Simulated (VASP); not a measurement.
# RbNa2NiO2 (I4/mmm) in VASP: reference runs

Aim: a first look at RbNa2NiO2 with PBE, on the cell as given.

Program: VASP 6.6.1. These are calculated values, not measurements. Logs are shortened: lines on timing, memory, paths and dates and some standing lists are left out, and cuts for length are marked.

## Step 1: Starting point

Symmetry: I4/mmm, No. 139, tetragonal system. Conventional cell: a = 4.647 Å, b = 4.647 Å, c = 9.711 Å, α = 90.00°, β = 90.00°, γ = 90.00°. Rb (site symmetry 4/mmm) is surrounded by 2 O at 3.08 Å and 4 Ni at 3.29 Å and 8 Na at 3.36 Å. Around Ni (site symmetry 4/mmm) lie 2 O at 1.78 Å. Na (site symmetry -4m2) has 4 O at 2.41 Å as nearest neighbours. O (site symmetry 4mm) has 1 Ni at 1.78 Å as nearest neighbours.

The cell comes from a database or a generator and needn't be the stable form of this composition.

## Step 2: Single point, PBE, collinear spin, ferromagnetic start

The input, INCAR:

```
SYSTEM = RbNa2NiO2
  ALGO = Normal
  EDIFF = 1E-7
  ENCUT = 520
  GGA = PE
  ISIF = 2
  ISMEAR = -1
  ISPIN = 2
  LASPH = .TRUE.
  LCHARG = .TRUE.
  LELF = .TRUE.
  LMAXMIX = 4
  LORBIT = 11
  LREAL = .FALSE.
  LVHAR = .TRUE.
  LWAVE = .FALSE.
  MAGMOM = 0 1 0 0 0 0
  NBANDS = 36
  NELM = 150
  PREC = Accurate
  SIGMA = 0.05
```

The input, KPOINTS:

```
k-points
0
G
  8 8 8
  0 0 0
```

The input, POSCAR:

```
RbNa2NiO2
1.0
   -2.3236080000      2.3236080000      4.8552800000
    2.3236080000     -2.3236080000      4.8552800000
    2.3236080000      2.3236080000     -4.8552800000
Rb Ni Na O
1 1 2 2
Direct
    0.0000000000      0.0000000000      0.0000000000
    0.5000000000      0.5000000000      0.0000000000
    0.7500000000      0.2500000000      0.5000000000
    0.2500000000      0.7500000000      0.5000000000
    0.3171210000      0.3171210000      0.0000000000
    0.6828790000      0.6828790000      0.0000000000
```

Potentials or basis: VASP PAW PBE potentials, release 64 (Rb_sv, Ni, Na_pv, O).

On the command line:

```bash
cat potpaw_PBE.64/Rb_sv/POTCAR potpaw_PBE.64/Ni/POTCAR potpaw_PBE.64/Na_pv/POTCAR potpaw_PBE.64/O/POTCAR > POTCAR
mpirun -np 1 vasp_std > vasp.out
```

OUTCAR:

```text
SYSTEM = RbNa2NiO2
   EDIFF = 1E-7
   ENCUT = 520
   GGA = PE
   ISIF = 2
   ISMEAR = -1
   ISPIN = 2
   LASPH = .TRUE.
   LORBIT = 11
   LREAL = .FALSE.
   NELM = 150
   PREC = Accurate

 ion  position               nearest neighbor table
   1  0.000  0.000  0.000-   5 3.08   6 3.08   2 3.29   2 3.29   2 3.29   2 3.29   3 3.36   3 3.36
                             4 3.36   3 3.36   3 3.36   4 3.36   4 3.36   4 3.36   6 3.74   5 3.74
   2  0.500  0.500  0.000-   5 1.78   6 1.78   1 3.29   1 3.29   1 3.29   1 3.29
   3  0.750  0.250  0.500-   1 3.36   1 3.36   1 3.36   1 3.36
   4  0.250  0.750  0.500-   1 3.36   1 3.36   1 3.36   1 3.36
   5  0.317  0.317  0.000-   2 1.78   1 3.08   1 3.74   1 3.74   1 3.74   1 3.74
   6  0.683  0.683  0.000-   2 1.78   1 3.08   1 3.74   1 3.74   1 3.74   1 3.74

  LATTYP: Found a body centered tetragonal cell.
 ALAT       =     4.6472160000
 C/A-ratio  =     2.0895435030

  Lattice vectors:

 A1 = (  -2.3236080000,   2.3236080000,   4.8552800000)
 A2 = (   2.3236080000,  -2.3236080000,   4.8552800000)
 A3 = (   2.3236080000,   2.3236080000,  -4.8552800000)

Analysis of symmetry for initial positions (statically):
=====================================================================
 Subroutine PRICEL returns:
 Original cell was already a primitive cell.

 Routine SETGRP: Setting up the symmetry group for a
 body centered tetragonal supercell.

 Subroutine GETGRP returns: Found 16 space group operations
 (whereof 16 operations were pure point group operations)
 out of a pool of 16 trial point group operations.

The static configuration has the point symmetry D_4h.

Analysis of symmetry for dynamics (positions and initial velocities):
=====================================================================
 Subroutine PRICEL returns:
 Original cell was already a primitive cell.

 Routine SETGRP: Setting up the symmetry group for a
 body centered tetragonal supercell.

 Subroutine GETGRP returns: Found 16 space group operations
 (whereof 16 operations were pure point group operations)
 out of a pool of 16 trial point group operations.

The dynamic configuration has the point symmetry D_4h.

Analysis of structural, dynamic, and magnetic symmetry:
=====================================================================
 Subroutine PRICEL returns:
 Original cell was already a primitive cell.

 Routine SETGRP: Setting up the symmetry group for a
 body centered tetragonal supercell.

 Subroutine GETGRP returns: Found 16 space group operations
 (whereof 16 operations were pure point group operations)
 out of a pool of 16 trial point group operations.

The overall configuration has the point symmetry D_4h.

 Subroutine INISYM returns: Found 16 space group operations
 (whereof 16 operations are pure point group operations),
 and found     1 'primitive' translations

----------------------------------------------------------------------------------------

                                     Primitive cell

  volume of cell :     104.8576

  direct lattice vectors                    reciprocal lattice vectors
    -2.323608000  2.323608000  4.855280000     0.000000000  0.215182595  0.102980673
     2.323608000 -2.323608000  4.855280000     0.215182595  0.000000000  0.102980673
     2.323608000  2.323608000 -4.855280000     0.215182595  0.215182595  0.000000000

  length of vectors
     5.862768301  5.862768301  5.862768301     0.238555168  0.238555168  0.304314145

  position of ions in fractional coordinates (direct lattice)
     0.000000000  0.000000000  0.000000000
     0.500000000  0.500000000  0.000000000
     0.750000000  0.250000000  0.500000000
     0.250000000  0.750000000  0.500000000
     0.317121000  0.317121000  0.000000000
     0.682879000  0.682879000  0.000000000

  ion indices of the primitive-cell ions
   primitive index   ion index
                 1           1
                 2           2
                 3           3
                 4           4
                 5           5
                 6           6

[... 50 lines left out ...]
  0.250000  0.125000  0.125000     16.000000
  0.375000  0.125000  0.125000      8.000000
 [... further k-points ...]
   k-points           NKPTS =     59   k-points in BZ     NKDIM =     59   number of bands    NBANDS=     36
   number of dos      NEDOS =    301   number of ions     NIONS =      6
   total plane-waves  NPLWV = 110592
   dimension x,y,z NGX =    48 NGY =   48 NGZ =   48
   dimension x,y,z NGXF=    96 NGYF=   96 NGZF=   96
   ions per type =               1   1   2   2
   NGX,Y,Z   is equivalent  to a cutoff of  13.61, 13.61, 13.61 a.u.
   NGXF,Y,Z  is equivalent  to a cutoff of  27.22, 27.22, 27.22 a.u.
 SYSTEM =  RbNa2NiO2
   PREC   = accura    normal or accurate (medium, high low for compatibility)
   ISTART =      0    job   : 0-new  1-cont  2-samecut
   ICHARG =      2    charge: 1-file 2-atom 10-const
   ISPIN  =      2    spin polarized calculation?
   LNONCOLLINEAR =      F non collinear calculations
   LSORBIT =      F    spin-orbit coupling
   LASPH  =      T    aspherical Exc in radial PAW
   ENCUT  =  520.0 eV  38.22 Ry    6.18 a.u.  10.90 10.90 10.90*2*pi/ulx,y,z
   NELM   =    150;   NELMIN=  2; NELMDL= -5     # of ELM steps
   EDIFF  = 0.1E-06   stopping-criterion for ELM
   LREAL  =      F    real-space projection
   EDIFFG = 0.1E-05   stopping-criterion for IOM
   NSW    =      0    number of steps for IOM
   IBRION =     -1    ionic relax: 0-MD 1-quasi-New 2-CG
   NFREE  =      0    steps in history (QN), initial steepest desc. (CG)
   ISIF   =      2    stress and relaxation
   ISYM   =      2    0-nonsym 1-usesym 2-fastsym
   POTIM  = 0.5000    time-step for ionic-motion
   TEBEG  =    0.0;   TEEND  =   0.0 temperature during run
   PSTRESS=    0.0 pullay stress
   NELECT =      45.0000    total number of electrons
   NUPDOWN=      -1.0000    fix difference up-down
   EMIN   =  10.00;   EMAX   =-10.00  energy-range for DOS
   EFERMI =   0.00;   METHOD = LEGACY
   ISMEAR =    -1;   SIGMA  =   0.05  broadening in eV -4-tet -1-fermi 0-gaus
   EFERMI_NEDOS =   21; number of points for ismear=-14 and -15
   IALGO  =     38    algorithm
   IMIX   =      4    mixing-type and parameters
     AMIX     =   0.40;   BMIX     =  1.00
     AMIX_MAG =   1.60;   BMIX_MAG =  1.00
  volume/ion in A,a.u.               =      17.48       117.94
  Fermi-wavevector in a.u.,A,eV,Ry     =   1.234845  2.333518 20.746727  1.524841
  Thomas-Fermi vector in A             =   2.369518
   LORBIT       =     11    0 simple, 1 ext, 2 COOP (PROOUT), +10 PAW based schemes
   GGA     = PE    functional components
   LHFCALC =     F    Hartree Fock is set to
   AEXX    =    0.0000 exact exchange contribution
   IVDW    =     0    specifies the selected vdW correction
   LEPSILON=     F    determine dielectric tensor
   LRPA    =     F    only Hartree local field effects (RPA)
 spin polarized calculation
  energy-cutoff  :      520.00
  volume of cell :      104.86
 maximum number of plane-waves:      2850
 NGX is ok and might be reduce to    48
   NGX = 21   NGY = 21   NGZ = 21

 number of electron      45.0000014 magnetization       1.0000085

 Free energy of the ion-electron system (eV)
  ---------------------------------------------------
  ext. energy  EPLUGINS =         0.00000000
  ---------------------------------------------------
  free energy    TOTEN  =       -25.30215163 eV

  energy without entropy =      -25.25350417  energy(sigma->0) =      -25.27782790

 E-fermi :   2.8340     XC(G=0):  -9.0025

 val. band max:        2.8322545041   @ k =  -0.1250  -0.3750   0.1250
 cond. band min:       2.8360010627   @ k =   0.2500   0.2500   0.2500
 fundamental gap:      0.0037465586
 Fermi energy:         2.8340281330

 spin component 1

 k-point     1 :       0.0000    0.0000    0.0000
  band No.  band energies     occupation
      1     -25.1985      1.00000
      2     -21.1058      1.00000
      3     -21.0841      1.00000
      4     -20.9963      1.00000
      5     -20.9963      1.00000
      6     -20.9323      1.00000
[... 877 lines left out ...]
     33      11.7530      0.00000
     34      12.7421      0.00000

 [... further k-points ...]

 spin component 2

 k-point     1 :       0.0000    0.0000    0.0000
  band No.  band energies     occupation
      1     -25.2058      1.00000
      2     -21.1073      1.00000
      3     -21.0858      1.00000
      4     -20.9948      1.00000
      5     -20.9948      1.00000
      6     -20.9310      1.00000
[... 877 lines left out ...]
     33      11.8043      0.00000
     34      12.7512      0.00000

 [... further k-points ...]

 [bands above 34 left out]

------------------------ aborting loop because EDIFF is reached ----------------------------------------

  FORCE on cell =-STRESS in cart. coord.  units (eV):
  Direction    XX          YY          ZZ          XY          YZ          ZX
  --------------------------------------------------------------------------------------
  -------------------------------------------------------------------------------------
  Total        0.3189361      0.3189361      0.0806892      0.0000000     -0.0000000      0.0000000
  in kB        4.8732003      4.8732003      1.2328940      0.0000000     -0.0000000      0.0000000
  external PRESSURE =       3.6597649 kB  Pullay stress =       0.0000000 kB

 VOLUME and BASIS-vectors are now :
 -----------------------------------------------------------------------------
  energy-cutoff  :      520.00
  volume of cell :      104.86
      direct lattice vectors                 reciprocal lattice vectors
    -2.323608000  2.323608000  4.855280000     0.000000000  0.215182595  0.102980673
     2.323608000 -2.323608000  4.855280000     0.215182595  0.000000000  0.102980673
     2.323608000  2.323608000 -4.855280000     0.215182595  0.215182595  0.000000000

 POSITION                                       TOTAL-FORCE (eV/Angst)
 -----------------------------------------------------------------------------------
      0.00000      0.00000      0.00000         0.000000      0.000000      0.000000
      0.00000      0.00000      4.85528         0.000000      0.000000      0.000000
      0.00000      2.32361      2.42764         0.000000      0.000000      0.000000
      2.32361      0.00000      2.42764         0.000000      0.000000      0.000000
      0.00000      0.00000      3.07942         0.000000      0.000000     -0.018900
      0.00000      0.00000      6.63114        -0.000000     -0.000000      0.018900
 -----------------------------------------------------------------------------------
    total drift:                               -0.000000     -0.000000      0.000000

  FREE ENERGIE OF THE ION-ELECTRON SYSTEM (eV)
  ---------------------------------------------------
  free  energy   TOTEN  =       -25.3021516316 eV

  energy  without entropy=      -25.2535041659  energy(sigma->0) =      -25.27782790

 total charge

# of ion       s       p       d       tot
------------------------------------------
    1        1.952   5.332   0.044   7.329
    2        0.568   0.477   8.336   9.381
    3        0.063   5.991   0.000   6.055
    4        0.063   5.991   0.000   6.055
    5        1.557   3.388   0.000   4.945
    6        1.557   3.388   0.000   4.945
--------------------------------------------------
tot          5.760  24.568   8.380  38.708

 magnetization (x)

# of ion       s       p       d       tot
------------------------------------------
    1       -0.002  -0.002  -0.003  -0.007
    2       -0.001  -0.004   0.757   0.752
    3       -0.001   0.001   0.000  -0.000
    4       -0.001   0.001   0.000  -0.000
    5        0.001   0.125   0.000   0.126
    6        0.001   0.125   0.000   0.126
--------------------------------------------------
tot         -0.001   0.244   0.753   0.996
```

Wall time 9.7 min (1 thread of AMD EPYC 9R45 (Zen 5), shared host); peak memory 0.61 GiB.

What came out:

```
Free energy                                           : -25.3022 eV
Pressure                                              : 0.4 GPa
Largest force                                         : 0.019 eV/Å
Band gap on the k mesh                                : none (metal or under the smearing width)
Net moment                                            : 1.00 μB per cell
Site moments                                          : Rb -0.01; Ni +0.75; Na -0.00; O +0.13 μB
Valence electrons inside the program's atomic spheres : Rb 7.33; Ni 9.38; Na 6.05; O 4.95
```

Forces on the atoms (eV/Å):
```
Rb   0.000  0.000  0.000
Ni   0.000  0.000  0.000
Na   0.000  0.000  0.000
Na   0.000  0.000  0.000
O    0.000  0.000 -0.019
O    0.000  0.000  0.019
```

Stress tensor (GPa, compression positive):
```
0.49 0.00 0.00
0.00 0.49 0.00
0.00 0.00 0.12
```

Levels at points of the mesh, in eV from the Fermi level:
Spin up:
```tsv
k point	band 19	band 20	band 21	band 22	band 23	band 24	band 25	band 26	band 27	band 28
(0.00, 0.00, 0.00)	-2.64	-1.79	-1.65	-1.07	-1.07	1.10	3.22	5.66	5.66	5.84
(0.50, 0.00, 0.00)	-1.74	-1.50	-1.48	-1.01	-0.92	1.41	3.29	3.41	3.96	5.34
(0.50, 0.50, 0.00)	-1.84	-1.64	-1.50	-1.23	-0.75	3.20	3.24	3.35	4.33	4.47
(0.50, 0.50, 0.50)	-2.64	-1.82	-1.64	-0.75	-0.75	2.81	2.86	3.01	5.56	5.56
```
Spin down:
| k point | band 19 | band 20 | band 21 | band 22 | band 23 | band 24 | band 25 | band 26 |
| --- | --- | --- | --- | --- | --- | --- | --- | --- |
| (0.00, 0.00, 0.00) | -2.53 | -1.36 | -1.18 | -0.09 | -0.09 | 1.32 | 3.23 | 5.69 |
| (0.50, 0.00, 0.00) | -1.45 | -1.03 | -1.02 | -0.05 | 0.03 | 1.40 | 3.29 | 3.54 |
| (0.50, 0.50, 0.00) | -1.59 | -1.18 | -0.99 | -0.20 | 0.16 | 3.16 | 3.33 | 3.36 |
| (0.50, 0.50, 0.50) | -2.47 | -1.40 | -1.17 | 0.17 | 0.17 | 2.83 | 3.02 | 3.05 |

Caveat: a cell with one magnetic atom can't hold antiferromagnetic order, which such compounds often take; semilocal functionals often make such compounds metallic where correlation or magnetic order opens a gap, which also shifts bond lengths. With open d or f shells a metallic result of PBE can be an artefact of self-interaction; +U or a hybrid may open a gap.
